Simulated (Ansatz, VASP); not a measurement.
# Cross-check of KSrBr3 between VASP and Ansatz

Wanted: the spread between two codes on one cell, functional and k mesh. The cell is generated by rule, not measured, and may not be a known phase. The cell is taken from a series of runs on this material, whose earlier steps may have relaxed, scaled, displaced or heated it; both programs get it as it stands.

Calculated with Ansatz 0.2.0; plane waves, with VASP 6.6.1 beside it; zone-centre phonons at PBEsol.

The structure was built from a prototype and need not be the compound's stable phase.

## Step 1: Starting point

It takes space group Pm-3m (No. 221, cubic). The conventional cell has a = 5.873 Å, b = 5.873 Å, c = 5.873 Å, α = 90.00°, β = 90.00°, γ = 90.00°. Nearest to K lie 12 Br at 4.15 Å. Nearest to Sr lie 6 Br at 2.94 Å. Br has 2 Sr at 2.94 Å and 4 K at 4.15 Å nearest. Farther neighbours and most contacts between anions are not listed.

## Step 2: Ansatz: zone-centre phonons, PBEsol

Ansatz runs on norm-conserving files, of PseudoDojo where its log says so.

Second derivatives magnify differences that forces hide, and they need a tight electronic threshold.

input.yaml reads:

```yaml
crystal:
  lattice:
    - [5.8733190708, 0.0, 0.0]
    - [0.0, 5.8733190708, 0.0]
    - [0.0, 0.0, 5.8733190708]
  atoms:
    - { symbol: K, position: [0.0, 0.0, 0.0] }
    - { symbol: Sr, position: [0.5, 0.5, 0.5] }
    - { symbol: Br, position: [0.0, 0.5, 0.5] }
    - { symbol: Br, position: [0.5, 0.0, 0.5] }
    - { symbol: Br, position: [0.5, 0.5, 0.0] }
kpoints:
  mp_grid: { grid: [4, 4, 4] }
hamiltonian:
  xc: pbesol
  pseudopotentials: { kind: nc, accuracy: standard }
scf:
  occupations: { method: fixed }
output:
  eigenvalues: true
phonons:
  method: dfpt
  dielectric: true
  rigid_motions: translations
```

The run is started by

```bash
$ ansatz run input.yaml --threads 8 --pin off --max-ram 14336MiB --backend cpu --events-out ev --progress --plain --runs-dir out
```

Numbers of over 12 decimals in the logs are rounded to 6 here.

Log:

```text
Engine: ansatz 0.2.0, aarch64-unknown-linux-gnu
Pseudopotentials: kind: nc
Pseudopotential: K, nc, valence charge 9, recommended cutoff 1006.821291 eV (normal), K.nc.azcp (PseudoDojo's, or run here from an input of PseudoDojo's; its table is named by hamiltonian.pseudopotentials.accuracy)
Pseudopotential: Sr, nc, valence charge 10, recommended cutoff 925.187132 eV (normal), Sr.nc.azcp (PseudoDojo's, or run here from an input of PseudoDojo's; its table is named by hamiltonian.pseudopotentials.accuracy)
Pseudopotential: Br, nc, valence charge 7, recommended cutoff 625.861884 eV (normal), Br.nc.azcp (PseudoDojo's, or run here from an input of PseudoDojo's; its table is named by hamiltonian.pseudopotentials.accuracy)
Functional definition: PBEsol
  exchange = pbesol_x
  correlation = pbesol_c
Crystal: 5 atoms, lattice volume = 202.605 Å³
Basis set: ecut = 1006.821291 eV, 14771 PW (Γ), exchange–correlation on 128×128×128 points (8 copies of the dense FFT grid, shifted against one another)
Bands: 25, of which v1, the nominal top of the filled ones, is band 20 counted from 1 (19 counted from 0)
Symmetry: 48 space group operations
k-points: 30 of 64 (irreducible under 2 space group operations, time reversal used)
Non-local potential: K, projectors of the file, l = 0: 2, l = 1: 2, l = 2: 2
Non-local potential: Sr, projectors of the file, l = 0: 2, l = 1: 2, l = 2: 2
Non-local potential: Br, projectors of the file, l = 0: 2, l = 1: 2, l = 2: 2
Initial density: superposition of atomic densities (chi_scale 0.1, normalization cell, long waves kept (reshape's long-wave potential 0.01 eV rms))
Initial wavefunctions: pseudopotential atomic-orbital guess
Functional: x = pbesol(κ = 0.804, μ = 0.123457), c = pbesol(β = 0.046)
SCF iter   1: F=—  HF=-3041.089344 eV  |F-HF|=—  |Δ(HF+E_count)|=         —  Δρ=3.26e-2  dr2=4.27e0  ethr=3.10e-3  ⟨swp⟩=9.1  Hψ=4421  notcnv=0  defer=75
preconditioner: auto → Resta (q_TF=auto, 2.082 Å⁻¹)  ε∞=4.5  [insulator: Δε(μ)=2.833 eV  Ē_g=5.885 eV  n_scr=26 (ndim 8)  ℏωp=11.1 eV  f_vac=0.004  ε∞_Penn≈4.5]
SCF iter   2: F=—  HF=-3039.622013 eV  |F-HF|=—  |Δ(HF+E_count)|=    1.47e0  Δρ=1.38e-2  dr2=9.63e-1  ethr=3.10e-3  ⟨swp⟩=5.4  Hψ=2005  notcnv=0  defer=67
SCF iter   3: F=—  HF=-3039.227963 eV  |F-HF|=—  |Δ(HF+E_count)|=   3.94e-1  Δρ=4.13e-3  dr2=6.12e-2  ethr=2.41e-3  ⟨swp⟩=4.8  Hψ=1693  notcnv=0  defer=76
SCF iter   4: F=—  HF=-3039.228072 eV  |F-HF|=—  |Δ(HF+E_count)|=   1.08e-4  Δρ=1.01e-3  dr2=3.38e-3  ethr=1.53e-4  ⟨swp⟩=4.5  Hψ=1897  notcnv=0  defer=80
SCF iter   5: F=—  HF=-3039.229806 eV  |F-HF|=—  |Δ(HF+E_count)|=   1.73e-3  Δρ=2.90e-4  dr2=2.59e-4  ethr=8.44e-6  ⟨swp⟩=4.3  Hψ=1454  notcnv=0  defer=82
SCF iter   6: F=—  HF=-3039.230411 eV  |F-HF|=—  |Δ(HF+E_count)|=   6.05e-4  Δρ=6.88e-5  dr2=2.36e-5  ethr=6.49e-7  ⟨swp⟩=3.4  Hψ=1368  notcnv=0  defer=82
SCF iter   7: F=—  HF=-3039.230447 eV  |F-HF|=—  |Δ(HF+E_count)|=   3.59e-5  Δρ=2.08e-5  dr2=3.52e-6  ethr=5.89e-8  ⟨swp⟩=2.5  Hψ=1248  notcnv=0  defer=80
SCF iter   8: F=—  HF=-3039.230655 eV  |F-HF|=—  |Δ(HF+E_count)|=   2.08e-4  Δρ=4.85e-6  dr2=5.15e-8  ethr=8.81e-9  ⟨swp⟩=2.0  Hψ=1210  notcnv=0  defer=78
SCF iter   9: F=—  HF=-3039.230655 eV  |F-HF|=—  |Δ(HF+E_count)|=   5.99e-8  Δρ=9.70e-7  dr2=3.07e-9  ethr=1.29e-10  ⟨swp⟩=2.8  Hψ=1388  notcnv=0  defer=78
SCF iter  10: F=—  HF=-3039.230655 eV  |F-HF|=—  |Δ(HF+E_count)|=   6.48e-9  Δρ=3.10e-7  dr2=2.44e-10  ethr=7.67e-12  ⟨swp⟩=2.3  Hψ=1333  notcnv=0  defer=78
SCF iter  11: F=-3039.230655 eV  HF=-3039.230655 eV  |F-HF|=1.46e-11  |Δ(HF+E_count)|=  3.30e-10  Δρ=6.36e-8  dr2=1.04e-11  ethr=1.00e-12  ⟨swp⟩=26.3  Hψ=8792  notcnv=0
SCF 1 converged in 11 iterations: F = -3039.230655 eV  dr2 = 1.04e-11
DFPT response loops at Γ: preconditioner auto → none (the input reference at scf.mixing.eps_inf says where Resta's filter doesn't serve); β = 0.50; Broyden in place of MSR1
── the response to a field inside a basis, on 4×4×4 k-points: an SCF that follows is theirs, and a resumed run solves both again ──
Bands: 21, of which v1, the nominal top of the filled ones, is band 20 counted from 1 (19 counted from 0)
k-points: 4 of 64
Initial density: handed on by an earlier stage of this run
Initial wavefunctions: pseudopotential atomic-orbital guess (no wavefunctions were taken with the density)
Eigensolver: Dense (4 Hₖ)
SCF iter   1: F=—  HF=-3039.219155 eV  |F-HF|=—  |Δ(HF+E_count)|=         —  Δρ=6.44e-5  dr2=2.35e-6  ethr=1.00e-1
preconditioner: auto → Resta (q_TF=auto, 2.082 Å⁻¹)  ε∞=2.6  [insulator: Δε(μ)=4.248 eV  Ē_g=12.325 eV  n_scr=26 (ndim 8)  ℏωp=15.7 eV  f_vac=0.106  ε∞_Penn≈2.6]
SCF iter   2: F=—  HF=-3039.219160 eV  |F-HF|=—  |Δ(HF+E_count)|=   5.34e-6  Δρ=3.41e-5  dr2=6.85e-7  ethr=5.88e-9
SCF iter   3: F=-3039.219163 eV  HF=-3039.219163 eV  |F-HF|=1.24e-8  |Δ(HF+E_count)|=   2.35e-6  Δρ=1.50e-6  dr2=6.90e-9  ethr=1.71e-9
SCF 1 converged in 3 iterations: F = -3039.219163 eV  dr2 = 6.90e-9
DFPT response loops at Γ: mixed as the last ones told, above
SCF converged after 11 iterations
Free energy (F): -3039.230655 eV
Harris-Foulkes:  -3039.230655 eV  (|F-HF|=1.46e-11)
Internal energy: -3039.230655 eV  (E = F + TS)
E sigma→0 (E₀):  -3039.230655 eV
Fermi energy:    1.121175 eV
--- Per-component energies (eV) ---
  E_band       = -336.361932
  E_kinetic    = 887.609909
  E_local      = -2361.169581  (includes V_loc(G=0)·N_el)
  E_nonlocal   = 437.712341
  E_hartree    = 664.007344
  E_xc         = -820.364310
  E_vxc        = -628.529293  (∫ρ·V_xc dr)
  E_ewald      = -1847.026357
  E_smearing   = -0.000000  (= −TS)
  E_closure    = 0.000000  (closes the sum)
  Σ components = -3039.230655   (vs F -3039.230655, Δ=0.00e0)
--- Band table (eV; the first three rows and the last of 30) ---
  k-point 0: bands = [... 16 lower, 0.6279, 0.8747, 0.8747, 0.8747, 4.8466, 6.2541, 6.2541, 6.2541, ... 1 higher]
  k-point 1: bands = [... 16 lower, 0.5059, 0.5683, 0.8178, 0.8178, 5.4208, 6.3425, 6.7862, 6.7862, ... 1 higher]
  k-point 2: bands = [... 16 lower, 0.3098, 0.5111, 0.7917, 0.7917, 6.4450, 6.5771, 6.5841, 7.5272, ... 1 higher]
  k-point 29: bands = [... 16 lower, -0.2892, 1.1212, 1.1212, 1.1212, 6.2177, 7.5090, 7.5090, 7.5090, ... 1 higher]
--- Phonons (Γ-DFPT): 4 representative perturbations + reference, on 30 of 64 k-points (Σ response iterations 15) ---
  k mesh reduced under 2 symmetry operations, with k and −k counted as one. Each operation leaves every solved perturbation unchanged. A smaller set is not considered because the run solves the response to a homogeneous field
  ASR residual: 1.004e-4 → 0.000e0 eV/Å²; symmetrization residual: 8.326e-6 eV/Å²
  ASR residual per site (eV/Å²): 8.08e-5 1.00e-4 2.28e-5 2.28e-5 2.28e-5
  Γ frequencies (cm⁻¹): -55.50 -55.50 -55.50 -20.93 -20.93 -20.93 0.00 0.00 0.00 52.80 52.80 52.80 180.33 180.33 180.33
  ε∞ (high-frequency dielectric tensor):
        2.738571    -0.000000     0.000000
       -0.000000     2.738571     0.000000
        0.000000     0.000000     2.738571
  softest optical mode at Γ: -55.50 cm⁻¹; the repairs (sum rule, projections) moved no ω² at Γ by more than (1.20 cm⁻¹)²
  Born effective charges Z* (e; rows j = field, columns β = displacement):
    site 0:
         1.31403    0.00000    0.00000
         0.00000    1.31403    0.00000
         0.00000    0.00000    1.31403
    site 1:
         2.41037   -0.00000    0.00000
         0.00000    2.41037    0.00000
        -0.00000    0.00000    2.41037
    site 2:
        -2.00093   -0.00000    0.00000
         0.00000   -0.86173    0.00000
         0.00000    0.00000   -0.86173
    site 3:
        -0.86173    0.00000    0.00000
         0.00000   -2.00093   -0.00000
         0.00000    0.00000   -0.86173
    site 4:
        -0.86173    0.00000    0.00000
        -0.00000   -0.86173    0.00000
         0.00000    0.00000   -2.00093
  Z* charge neutrality: 1.712e-2 e pre-enforcement
  solved inside a basis spanned on kpoints, on 4×4×4 k-points, its susceptibility summed on 8×8×8: ε∞ is read to err by 8.2e-3, Z* by 2.1e-2 e (field_mesh: kpoints solves on kpoints); Z* is corrected for what the basis lacks
  optical modes at Γ without the LO–TO term, one row a degenerate level:
      ω (cm⁻¹)  modes    IR ((D/Å)²/amu)
        -55.50      3             4.6477
        -20.93      3             0.0000
         52.80      3             0.2298
        180.33      3             7.5229
  optical modes at Γ + LO–TO along q̂ = [1.0000, 0.0000, 0.0000]:
      ω (cm⁻¹)  modes    IR ((D/Å)²/amu)
        -55.50      2             3.0984
        -20.93      3             0.0000
[...]
optical modes at Γ + LO–TO along q̂ = [0.0000, 1.0000, 0.0000]:
      ω (cm⁻¹)  modes    IR ((D/Å)²/amu)
[...]
208.94      1             3.2279
  optical modes at Γ + LO–TO along q̂ = [0.0000, 0.0000, 1.0000]:
      ω (cm⁻¹)  modes    IR ((D/Å)²/amu)
        -55.50      2             3.0984
        -20.93      3             0.0000
         31.24      1             0.5639
         52.80      2             0.1532
         59.00      1             0.3417
        180.33      2             5.0153
        208.94      1             3.2279
```

(Part 1 of 3 ends here.)

[Lines on the potential files, build, host, timing and source positions are cut from VASP's logs without a mark.]

[Logs are printed without paths, hosts, clocks, repeated set-up lines and the standing remarks that a program may print on its own settings, such as how far it seeks lower states.]

[Hosts, paths, dates, database ids (printed as entryN), source tags and the programs' standing remarks are cut or masked in the printed files.]
